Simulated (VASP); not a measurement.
All values below come from LDA (Ceperley-Alder, Perdew-Zunger), VASP's LDA PAW potentials (set 64) (plane waves; VASP 6.6.1).

Input for VASP

**POSCAR**
```
PbSe
1.0
  0.0000000000   3.0214709617   3.0214709617
  3.0214709617   0.0000000000   3.0214709617
  3.0214709617   3.0214709617   0.0000000000
Pb Se
1 1
Cart
  0.0000000000   0.0000000000   0.0000000000
  3.0214709617   3.0214709617   3.0214709617
```

### INCAR
```
# general
SYSTEM  = PbSe
PREC    = Accurate
ENCUT   = 500   # plane-wave cut-off (eV)
LREAL   = .FALSE.   # projection in real space or not
LASPH   = .TRUE.   # aspherical one-centre terms

# electronic loop
EDIFF   = 1E-6   # SCF stop (eV)
NELM    = 100
ALGO    = Normal   # blocked Davidson
LMAXMIX = 4   # l cut-off of mixed one-centre charges

# smearing
ISMEAR  = 1   # Methfessel-Paxton
SIGMA   = 0.1   # width (eV)

# ions
IBRION  = 2   # conjugate gradients
NSW     = 40   # most ionic steps
ISIF    = 3
EDIFFG  = -0.02

# output
LWAVE   = .FALSE.
LCHARG  = .FALSE.
```

### KPOINTS
```
kpoints
0
G
11 11 11
```

POTCAR, in this order: Pb_d Se (LDA.64 set). Program: vasp_std.

Output of the run:

**OUTCAR**
```
 ion  position               nearest neighbor table
   1  0.000  0.000  0.000-   2 3.02   2 3.02   2 3.02   2 3.02   2 3.02   2 3.02
   2  0.500  0.500  0.500-   1 3.02   1 3.02   1 3.02   1 3.02   1 3.02   1 3.02
  LATTYP: Found a face centered cubic cell.
 ALAT       =     6.0429419234
 Subroutine PRICEL returns:
 Original cell was already a primitive cell.
 Subroutine GETGRP returns: Found 48 space group operations
The static configuration has the point symmetry O_h .
The dynamic configuration has the point symmetry O_h .
 Subroutine INISYM returns: Found 48 space group operations
 Subroutine IBZKPT returns following result:
 Found     56 irreducible k-points:

 Following reciprocal coordinates:
            Coordinates               Weight
  0.000000  0.000000  0.000000      1.000000
  0.090909  0.000000  0.000000      8.000000
  0.181818  0.000000  0.000000      8.000000
  0.272727  0.000000  0.000000      8.000000
  0.363636  0.000000  0.000000      8.000000
  0.454545  0.000000  0.000000      8.000000
  0.090909  0.090909  0.000000      6.000000
  0.181818  0.090909  0.000000     24.000000
  0.272727  0.090909  0.000000     24.000000
  0.363636  0.090909  0.000000     24.000000
  0.454545  0.090909  0.000000     24.000000
 -0.454545  0.090909  0.000000     24.000000
 -0.363636  0.090909  0.000000     24.000000
 -0.272727  0.090909  0.000000     24.000000
 -0.181818  0.090909  0.000000     24.000000
 -0.090909  0.090909  0.000000     12.000000
  0.181818  0.181818  0.000000      6.000000
  0.272727  0.181818  0.000000     24.000000
  0.363636  0.181818  0.000000     24.000000
  0.454545  0.181818  0.000000     24.000000
 -0.454545  0.181818  0.000000     24.000000
 -0.363636  0.181818  0.000000     24.000000
 -0.272727  0.181818  0.000000     24.000000
 -0.181818  0.181818  0.000000     12.000000
...
```

### OSZICAR
```
       N       E                     dE             d eps       ncg     rms          rms(c)
DAV:   1     0.156617306907E+03    0.15662E+03   -0.95387E+03  1568   0.142E+03
DAV:   2     0.261185310718E+01   -0.15401E+03   -0.15049E+03  1682   0.350E+02
DAV:   3    -0.944042350425E+01   -0.12052E+02   -0.11892E+02  2090   0.103E+02
DAV:   4    -0.971353363076E+01   -0.27311E+00   -0.27300E+00  1666   0.185E+01
DAV:   5    -0.972323041286E+01   -0.96968E-02   -0.96967E-02  2144   0.348E+00    0.289E+00
DAV:   6    -0.946883314449E+01    0.25440E+00   -0.66889E-01  2360   0.691E+00    0.169E+00
DAV:   7    -0.945916136898E+01    0.96718E-02   -0.96538E-02  1742   0.181E+00    0.859E-01
DAV:   8    -0.945779020333E+01    0.13712E-02   -0.89232E-03  1856   0.121E+00    0.952E-02
DAV:   9    -0.945752248775E+01    0.26772E-03   -0.18196E-03  2326   0.466E-01    0.424E-02
DAV:  10    -0.945753057996E+01   -0.80922E-05   -0.10686E-04  1718   0.782E-02    0.146E-02
DAV:  11    -0.945752785225E+01    0.27277E-05   -0.19613E-05  2064   0.506E-02    0.565E-03
DAV:  12    -0.945752776193E+01    0.90323E-07   -0.15040E-06   950   0.181E-02
   1 F= -.94575278E+01 E0= -.94575408E+01  d E =-.945753E+01
```

**OUTCAR**
```
------------------------ aborting loop because EDIFF is reached ----------------------------------------
  FORCE on cell =-STRESS in cart. coord.  units (eV):
  Direction    XX          YY          ZZ          XY          YZ          ZX
  --------------------------------------------------------------------------------------
  Total        0.0222752      0.0222752      0.0222752      0.0000000      0.0000000     -0.0000000
  in kB        0.6469149      0.6469149      0.6469149      0.0000000      0.0000000     -0.0000000
  external PRESSURE =       0.6469149 kB  Pullay stress =       0.0000000 kB
  volume of cell :       55.17
      direct lattice vectors                 reciprocal lattice vectors
     0.000000000  3.021470962  3.021470962    -0.165482312  0.165482312  0.165482312
     3.021470962  0.000000000  3.021470962     0.165482312 -0.165482312  0.165482312
     3.021470962  3.021470962  0.000000000     0.165482312  0.165482312 -0.165482312
  FREE ENERGIE OF THE ION-ELECTRON SYSTEM (eV)
  ---------------------------------------------------
  free  energy   TOTEN  =        -9.4575277619 eV

  energy  without entropy=       -9.4575668246  energy(sigma->0) =       -9.45754078

 reached required accuracy - stopping structural energy minimisation
```
(Selected blocks of OUTCAR.)

The compound is PbSe in the rock salt structure. It was relaxed first.
